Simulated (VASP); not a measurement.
The system is Ga3BSb2.

```xyz
6
Lattice="2.8726 -2.9373 0.0000 2.8726 2.9373 0.0000 0.0000 0.0000 7.0885" Properties=species:S:1:pos:R:3 pbc="T T T"
Ga    0.8429    0.0000    3.5442
Ga    4.9024    0.0000    3.5442
Ga    0.0000    0.0000    0.0000
B     2.8726    0.0000    3.5442
Sb    2.8726    0.0000    5.1875
Sb    2.8726    0.0000    1.9009
```

The cell was built by a generator and needn't be a form met in nature.

| Quantity | Value |
| --- | --- |
| Program | VASP 6.6.1 |
| Task | relaxation of cell and atoms |
| Functional | PBE |
| Potentials or basis | VASP PAW PBE potentials, release 64 (Ga_d, B, Sb) |
| Cutoff | 520 eV |
| k mesh | 4 × 4 × 3 |
| Occupations | gaussian, width 0.15 eV |
| Spin | no spin polarisation |

At the start: pressure 59.0 GPa; volume 19.94 Å³/atom.

Problem. How do energy, volume and symmetry change on relaxing?

Solution. Over 21 steps the energy falls by 2562.2 meV/atom and the volume is 23.59 Å³/atom (+18.3 %); space group Cmmm (No. 65, to 0.05 Å).

The path:
```csv
step,energy change (eV),largest force (eV/Å),pressure (GPa),volume (Å³)
1,0.0000,23.6803,58.98,119.62
2,24.9127,30.7175,12.90,281.64
3,4.5454,17.1358,11.62,235.80
4,-3.6547,13.9777,5.06,223.85
5,-11.9366,8.1511,3.03,167.57
6,-14.1245,6.3557,4.82,142.57
7,-14.1190,4.4938,11.02,130.84
8,-14.2669,5.8592,7.11,137.79
9,-14.2819,5.5961,7.37,136.44
10,-14.9509,1.7846,-3.91,157.69
11,-15.3191,0.2424,-1.67,148.30
12,-15.3202,0.3220,-1.41,147.99
13,-15.3204,0.3889,-1.36,147.75
14,-15.3535,0.0508,-0.64,144.35
15,-15.3603,0.2219,1.28,141.57
16,-15.3589,0.0063,-0.78,143.11
17,-15.3604,0.1456,0.34,142.34
18,-15.3603,0.0464,-0.45,142.48
19,-15.3677,0.0485,0.45,141.56
20,-15.3697,0.1101,0.68,141.18
21,-15.3733,0.0097,-0.09,141.57
```

Final structure:
```
Ga B Sb
1.0
     3.18261   -2.83949    0.00000
     3.18261    2.83949    0.00000
     0.00000    0.00000    7.83259
Ga B Sb
3 1 2
Direct
  0.18448 0.18448 0.50000
  0.81552 0.81552 0.50000
  0.00000 0.00000 0.00000
  0.50000 0.50000 0.50000
  0.50000 0.50000 0.79776
  0.50000 0.50000 0.20224
```

Caveat: the k mesh is coarse (spacing up to 0.38 Å⁻¹), so the values aren't converged; the volume moved by over 15 % at a fixed basis, so the end points are rough.
